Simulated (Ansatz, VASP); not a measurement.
**In26Si8O55 (amorphous 62In2O3-38SiO2 (mol %)) in two plane-wave programs**

Aim: how closely do two programs agree when they are given the same cell, functional and k mesh? Of the first pair: The structure shown is the start of the Ansatz relaxation below; VASP solves that cell, so the two are compared at the walk's first step.

Calculated with Ansatz 0.2.0; plane waves, with VASP 6.6.1 beside it; r2SCAN.

## Step 1: Set-up

The cell holds 89 atoms: 26 In, 8 Si and 55 O. Cell: a = 10.112 Å, b = 10.309 Å, c = 10.421 Å, α = 89.2°, β = 91.3°, γ = 91.6°. As first built, before any earlier steps moved the atoms or strained the cell (in the runner's words): 89 atoms (26 Sc, 8 Si, 55 O) placed at random at 3.2 g/cm^3, melted at 5000 K for 10 ps at fixed volume with the Morse and Coulomb pair potential with partial charges (Pedone, Malavasi, Menziani, Cormack and Segre, J. Phys. Chem. B 110, 11780 (2006)). Quenched from 5000 K to 300 K at 50 K/ps and fixed volume, held 10 ps at zero pressure, then minimised at fixed cell. Then Sc was replaced by In and the cell scaled by 1.031 (the potential has no terms for the new elements, so the cell is a start for a DFT relaxation).

## Step 2: Ansatz: relaxation, r2SCAN

Ansatz runs on its PAW soft_1 files.

The two programs are compared at the cell with which this relaxation starts, whose forces are those of its first step.

Input file input.yaml:

```yaml
crystal:
  lattice:
    - [10.11034, -0.13885, -0.11892]
    - [-0.13885, 10.30768, 0.07437]
    - [-0.11892, 0.07437, 10.41998]
  atoms:
    - { symbol: In, position: [0.53725, 0.43914, 0.25995] }
    - { symbol: In, position: [0.35283, 0.68308, 0.5346] }
    - { symbol: In, position: [0.44618, 0.68079, 0.92519] }
    - { symbol: In, position: [0.88232, 0.1297, 0.64902] }
    - { symbol: In, position: [0.5751, 0.1765, 0.78494] }
    - { symbol: In, position: [0.13687, 0.65689, 0.06164] }
    - { symbol: In, position: [0.79345, 0.61645, 0.41473] }
    - { symbol: In, position: [0.27053, 0.35097, 0.03653] }
    - { symbol: In, position: [0.66038, 0.78789, 0.22403] }
    - { symbol: In, position: [0.33444, 0.90753, 0.71429] }
    - { symbol: In, position: [0.09842, 0.63367, 0.35638] }
    - { symbol: In, position: [0.46375, 0.05936, 0.3102] }
    - { symbol: In, position: [0.2243, 0.52291, 0.77278] }
    - { symbol: In, position: [0.05566, 0.39242, 0.54421] }
    - { symbol: In, position: [0.67399, 0.2435, 0.06151] }
    - { symbol: In, position: [0.93252, 0.32405, 0.87578] }
    - { symbol: In, position: [0.6719, 0.90241, 0.89176] }
    - { symbol: In, position: [0.63393, 0.89789, 0.56181] }
    - { symbol: In, position: [0.74115, 0.37173, 0.55823] }
    - { symbol: In, position: [0.74093, 0.56652, 0.02816] }
    - { symbol: In, position: [0.1401, 0.07906, 0.47321] }
    - { symbol: In, position: [0.02717, 0.9498, 0.87961] }
    - { symbol: In, position: [0.98119, 0.37852, 0.21029] }
    - { symbol: In, position: [0.38634, 0.02552, 0.98908] }
    - { symbol: In, position: [0.77415, 0.11775, 0.32184] }
    - { symbol: In, position: [0.24473, 0.2012, 0.77173] }
    - { symbol: Si, position: [0.6933, 0.63004, 0.74328] }
    - { symbol: Si, position: [0.92865, 0.89153, 0.12549] }
    - { symbol: Si, position: [0.00618, 0.85178, 0.56215] }
    - { symbol: Si, position: [0.97148, 0.67771, 0.79206] }
    - { symbol: Si, position: [0.38143, 0.74911, 0.22852] }
    - { symbol: Si, position: [0.44683, 0.41079, 0.59406] }
    - { symbol: Si, position: [0.29557, 0.30289, 0.35885] }
    - { symbol: Si, position: [0.13512, 0.09272, 0.16796] }
    - { symbol: O, position: [0.72763, 0.2826, 0.87651] }
    - { symbol: O, position: [0.84586, 0.2335, 0.17845] }
    - { symbol: O, position: [0.81367, 0.93903, 0.21449] }
    - { symbol: O, position: [0.6253, 0.74502, 0.02363] }
    - { symbol: O, position: [0.04078, 0.00108, 0.07745] }
    - { symbol: O, position: [0.6742, 0.45108, 0.39535] }
    - { symbol: O, position: [0.01487, 0.77306, 0.17346] }
    - { symbol: O, position: [0.31839, 0.15212, 0.39713] }
    - { symbol: O, position: [0.62515, 0.03855, 0.42702] }
    - { symbol: O, position: [0.49091, 0.55709, 0.58923] }
    - { symbol: O, position: [0.5856, 0.19692, 0.23231] }
    - { symbol: O, position: [0.95789, 0.80953, 0.70485] }
    - { symbol: O, position: [0.11919, 0.24034, 0.12234] }
    - { symbol: O, position: [0.90493, 0.34124, 0.67641] }
    - { symbol: O, position: [0.86146, 0.87855, 0.98101] }
    - { symbol: O, position: [0.18988, 0.55466, 0.52276] }
    - { symbol: O, position: [0.9328, 0.98182, 0.52805] }
    - { symbol: O, position: [0.35218, 0.3477, 0.22259] }
    - { symbol: O, position: [0.75555, 0.5676, 0.62138] }
    - { symbol: O, position: [0.95692, 0.1227, 0.82996] }
    - { symbol: O, position: [0.40018, 0.37965, 0.44817] }
    - { symbol: O, position: [0.29312, 0.54051, 0.96396] }
    - { symbol: O, position: [0.15999, 0.89825, 0.57241] }
    - { symbol: O, position: [0.68373, 0.77402, 0.4215] }
    - { symbol: O, position: [0.28717, 0.05269, 0.15523] }
    - { symbol: O, position: [0.94885, 0.48442, 0.39296] }
    - { symbol: O, position: [0.97429, 0.73987, 0.4649] }
    - { symbol: O, position: [0.84177, 0.2214, 0.47552] }
    - { symbol: O, position: [0.37715, 0.22256, 0.93601] }
    - { symbol: O, position: [0.9155, 0.45561, 0.02443] }
    - { symbol: O, position: [0.78001, 0.63285, 0.21218] }
    - { symbol: O, position: [0.59356, 0.56464, 0.84165] }
    - { symbol: O, position: [0.56543, 0.31887, 0.63702] }
    - { symbol: O, position: [0.40376, 0.10065, 0.70374] }
    - { symbol: O, position: [0.70111, 0.03281, 0.71312] }
    - { symbol: O, position: [0.66103, 0.77984, 0.72474] }
    - { symbol: O, position: [0.45658, 0.87868, 0.87831] }
    - { symbol: O, position: [0.31919, 0.69885, 0.74389] }
    - { symbol: O, position: [0.43239, 0.86398, 0.55159] }
    - { symbol: O, position: [0.4829, 0.63493, 0.24266] }
    - { symbol: O, position: [0.06763, 0.73913, 0.89986] }
    - { symbol: O, position: [0.03362, 0.55969, 0.72849] }
    - { symbol: O, position: [0.14323, 0.31906, 0.37845] }
    - { symbol: O, position: [0.32697, 0.37981, 0.68741] }
    - { symbol: O, position: [0.82709, 0.64096, 0.84324] }
    - { symbol: O, position: [0.14028, 0.34667, 0.86645] }
    - { symbol: O, position: [0.47653, 0.87888, 0.23383] }
    - { symbol: O, position: [0.27842, 0.73976, 0.34284] }
    - { symbol: O, position: [0.2174, 0.00142, 0.85109] }
    - { symbol: O, position: [0.60305, 0.428, 0.08078] }
    - { symbol: O, position: [0.59375, 0.07012, 0.97304] }
    - { symbol: O, position: [0.11071, 0.20106, 0.61553] }
    - { symbol: O, position: [0.1305, 0.5206, 0.19773] }
    - { symbol: O, position: [0.31279, 0.75895, 0.08916] }
    - { symbol: O, position: [0.06929, 0.05705, 0.29909] }
kpoints:
  mp_grid: { grid: [1, 1, 1] }
hamiltonian:
  xc: r2scan
  pseudopotentials: { kind: paw, azcp: { folder: soft_1 } }
scf:
  occupations: { method: gaussian, width: 0.025 }
output:
  forces: true
  eigenvalues: true
  stress: true
relax:
  f_tol: 0.05
  max_steps: 70
```

Command:

```
> ansatz run input.yaml --threads 4 --pin off --max-ram 15872MiB --backend cpu --events-out ev --progress --plain --runs-dir out
```

Numbers of over 12 decimals in the logs are rounded to 6 here.

The program printed:

```text
Warning: output.stress: scf.convergence.dr2_threshold = 1e-7 eV (the SCF's general default) is looser than the 8.9e-9 eV advised for a printed stress (1e-10 eV for each atom of the cell: 89). What an SCF threshold leaves in a stress goes as its square root, and in the free energy as the threshold itself, and one threshold admits the most on a small cell: [figures from the program's tests cut] Every solve of this run  [...]
Engine: ansatz 0.2.0, aarch64-unknown-linux-gnu
Pseudopotentials: kind: paw
Pseudopotential: In, paw, valence charge 13, recommended cutoff 500 eV (meta_gga), soft_1/In.paw.azcp
Pseudopotential: Si, paw, valence charge 4, recommended cutoff 500 eV (meta_gga), soft_1/Si.paw.azcp
Pseudopotential: O, paw, valence charge 6, recommended cutoff 500 eV (meta_gga), soft_1/O.paw.azcp
Functional definition: r2SCAN
  parameter k0 = 0.174
  parameter k1 = 0.065
  parameter a1 = 4.9479
  exchange = r2scan_x(k0 = k0, k1 = k1, a1 = a1)
  correlation = r2scan_c
Crystal: 89 atoms, lattice volume = 1085.509 Å³
Basis set: ecut = 500 eV, 27547 PW (Γ), exchange–correlation on 300×320×320 points (64 copies of the dense FFT grid, shifted against one another)
Bands: 439, of which v1, the nominal top of the filled ones, is band 350 counted from 1 (349 counted from 0)
Symmetry: 1 space group operations
Space group: P1 (ITA 1), of the structure as read, at distance tolerance 1.0e-4 Å
k-points: 1
Non-local potential: In, projectors of the file, l = 0: 2, l = 1: 2, l = 2: 2, l = 3: 1
Non-local potential: Si, projectors of the file, l = 0: 2, l = 1: 2, l = 2: 1
Non-local potential: O, projectors of the file, l = 0: 2, l = 1: 2, l = 2: 1
PAW form: soft (Blöchl's): semilocal exchange-correlation on the pseudo side does not see the compensation charge
PAW frozen core: In, regenerated for the run's functional (the file was generated under x = pbe(κ = 0.804, μ = 0.219515), c = pbe(β = 0.066725))
PAW frozen core: Si, regenerated for the run's functional (the file was generated under x = pbe(κ = 0.804, μ = 0.219515), c = pbe(β = 0.066725))
PAW frozen core: O, regenerated for the run's functional (the file was generated under x = pbe(κ = 0.804, μ = 0.219515), c = pbe(β = 0.066725))
PAW one-centre angular grid: In, 590 points (default); XC on 160 Gauss nodes
PAW one-centre angular grid: Si, 302 points (default); XC on 160 Gauss nodes
PAW one-centre angular grid: O, 302 points (default); XC on 160 Gauss nodes
Initial density: superposition of atomic densities (chi_scale 0.1, normalization cell, long waves kept (reshape's long-wave potential 0.72 eV rms))
Initial wavefunctions: pseudopotential atomic-orbital guess
Functional: x = r2scan, c = r2scan; τ floored in thin density (d = 2e-4 eV/Å³)
SCF iter   1: F=—  HF=-182345.576897 eV  |F-HF|=—  |Δ(HF+E_count)|=         —  Δρ=9.10e-2  dr2=9.24e1  dr2_τ=8.78e0  ethr=3.10e-3  ⟨swp⟩=6.0  Hψ=1877  notcnv=0  defer=10
preconditioner: auto → Resta (q_TF=auto, 2.536 Å⁻¹)  ε∞=3.6  [insulator: Δε(μ)=1.790 eV  Ē_g=18.398 eV  σ=0.025 eV  W_gap=1.00  n_scr=284 (ndim 8)  ℏωp=29.8 eV  f_vac=0.008  D(μ)=0.00/eV (n_scr^D=0)  ε∞_Penn≈3.6]
SCF iter   2: F=—  HF=-182328.000748 eV  |F-HF|=—  |Δ(HF+E_count)|=    1.76e1  Δρ=4.31e-2  dr2=1.85e1  dr2_τ=1.17e0  ethr=3.10e-3  ⟨swp⟩=3.0  Hψ=863  notcnv=0  defer=84
SCF iter   3: F=—  HF=-182326.519992 eV  |F-HF|=—  |Δ(HF+E_count)|=    1.48e0  Δρ=1.25e-2  dr2=2.32e0  dr2_τ=1.80e-1  ethr=2.64e-3  ⟨swp⟩=3.0  Hψ=860  notcnv=0  defer=84
SCF iter   4: F=—  HF=-182326.272435 eV  |F-HF|=—  |Δ(HF+E_count)|=   2.48e-1  Δρ=4.57e-3  dr2=1.76e-1  dr2_τ=1.83e-2  ethr=3.31e-4  ⟨swp⟩=4.0  Hψ=710  notcnv=0  defer=84
SCF iter   5: F=—  HF=-182326.295378 eV  |F-HF|=—  |Δ(HF+E_count)|=   2.29e-2  Δρ=1.79e-3  dr2=2.93e-2  dr2_τ=3.07e-3  ethr=2.51e-5  ⟨swp⟩=2.0  Hψ=860  notcnv=0  defer=84
SCF iter   6: F=—  HF=-182326.294946 eV  |F-HF|=—  |Δ(HF+E_count)|=   4.32e-4  Δρ=8.81e-4  dr2=7.11e-3  dr2_τ=7.86e-4  ethr=4.18e-6  ⟨swp⟩=2.0  Hψ=710  notcnv=0  defer=84
[...]
--- Relaxed structure (11 steps of the walk, 11 accepted, 0 SCFs on fresh bases) ---
  F+E_penalty+E_count = -182327.77262718 eV   max|allowed force component| = 2.509e-2 eV/Å
  atoms:
    - { symbol: In, position: [0.534227, 0.438411, 0.256178] }
    - { symbol: In, position: [0.370041, 0.691563, 0.522195] }
    - { symbol: In, position: [0.442979, 0.680356, 0.920280] }
    - { symbol: In, position: [0.885881, 0.131212, 0.658822] }
    - { symbol: In, position: [0.571804, 0.180696, 0.800750] }
    - { symbol: In, position: [0.123699, 0.636824, 0.052183] }
    - { symbol: In, position: [0.793107, 0.620689, 0.409463] }
    - { symbol: In, position: [0.274308, 0.350956, 0.036820] }
    - { symbol: In, position: [0.651475, 0.783356, 0.216795] }
    - { symbol: In, position: [0.339008, 0.913970, 0.709849] }
    - { symbol: In, position: [0.104961, 0.637199, 0.355299] }
    - { symbol: In, position: [0.478422, 0.059844, 0.329338] }
    - { symbol: In, position: [0.220850, 0.531985, 0.761884] }
    - { symbol: In, position: [0.047517, 0.391913, 0.551699] }
    - { symbol: In, position: [0.667394, 0.236983, 0.078219] }
    - { symbol: In, position: [0.934774, 0.314177, 0.892908] }
    - { symbol: In, position: [0.675209, 0.898563, 0.888699] }
    - { symbol: In, position: [0.643949, 0.906112, 0.562081] }
    - { symbol: In, position: [0.746440, 0.364957, 0.548331] }
    - { symbol: In, position: [0.738126, 0.560876, 0.016196] }
    - { symbol: In, position: [0.149712, 0.089251, 0.475381] }
    - { symbol: In, position: [0.032556, 0.934423, 0.878176] }
    - { symbol: In, position: [0.980037, 0.380674, 0.218025] }
    - { symbol: In, position: [0.389061, 0.011878, 1.009289] }
    - { symbol: In, position: [0.828801, 0.095222, 0.335708] }
    - { symbol: In, position: [0.247487, 0.200159, 0.779579] }
    - { symbol: Si, position: [0.665625, 0.616828, 0.720703] }
    - { symbol: Si, position: [0.928620, 0.874774, 0.124759] }
    - { symbol: Si, position: [-0.00377643, 0.855936, 0.557462] }
    - { symbol: Si, position: [0.955205, 0.666413, 0.775996] }
    - { symbol: Si, position: [0.370633, 0.761239, 0.219543] }
    - { symbol: Si, position: [0.457654, 0.415407, 0.601768] }
    - { symbol: Si, position: [0.300052, 0.309886, 0.366417] }
    - { symbol: Si, position: [0.125497, 0.093470, 0.168463] }
    - { symbol: O, position: [0.728126, 0.283685, 0.893838] }
    - { symbol: O, position: [0.845943, 0.229974, 0.185463] }
    - { symbol: O, position: [0.814719, 0.927048, 0.215251] }
    - { symbol: O, position: [0.621247, 0.740415, 0.018225] }
    - { symbol: O, position: [0.037454, -0.0086625, 0.080287] }
    - { symbol: O, position: [0.676054, 0.451676, 0.389342] }
    - { symbol: O, position: [0.020040, 0.759382, 0.176466] }
    - { symbol: O, position: [0.330187, 0.158960, 0.411203] }
    - { symbol: O, position: [0.653673, 0.055439, 0.431097] }
    - { symbol: O, position: [0.514108, 0.565574, 0.600773] }
    - { symbol: O, position: [0.559674, 0.217812, 0.240088] }
    - { symbol: O, position: [0.942058, 0.808840, 0.699181] }
    - { symbol: O, position: [0.108929, 0.240548, 0.114231] }
    - { symbol: O, position: [0.895098, 0.337165, 0.691717] }
    - { symbol: O, position: [0.863933, 0.856583, 0.978959] }
    - { symbol: O, position: [0.206326, 0.558941, 0.520135] }
    - { symbol: O, position: [0.908886, 0.980831, 0.522279] }
    - { symbol: O, position: [0.342855, 0.355958, 0.225335] }
    - { symbol: O, position: [0.764344, 0.566160, 0.611216] }
    - { symbol: O, position: [0.956702, 0.112018, 0.843399] }
    - { symbol: O, position: [0.406443, 0.395155, 0.452471] }
    - { symbol: O, position: [0.290829, 0.541453, 0.957900] }
    - { symbol: O, position: [0.149660, 0.908383, 0.575672] }
    - { symbol: O, position: [0.667267, 0.772698, 0.417963] }
[...]
- { symbol: O, position: [0.273324, 0.763483, 0.341138] }
    - { symbol: O, position: [0.222207, -0.00111186, 0.857561] }
    - { symbol: O, position: [0.593515, 0.429388, 0.072929] }
    - { symbol: O, position: [0.598986, 0.060671, 0.988254] }
    - { symbol: O, position: [0.108002, 0.199439, 0.627176] }
    - { symbol: O, position: [0.142196, 0.514021, 0.202967] }
    - { symbol: O, position: [0.298685, 0.766924, 0.079011] }
    - { symbol: O, position: [0.053337, 0.064948, 0.304832] }
```

The column dr2 measures how far the density is from self-consistency, as an energy; F and HF (Harris–Foulkes) agree once it is small.

(Part 1 of 2 ends here.)

[Lines on the potential files, build, host, timing and source positions are cut from VASP's logs without a mark.]

[Logs are printed without paths, hosts, clocks, repeated set-up lines and the standing remarks that a program may print on its own settings, such as how far it seeks lower states.]

[Hosts, paths, dates, database ids (printed as entryN), source tags and the programs' standing remarks are cut or masked in the printed files.]
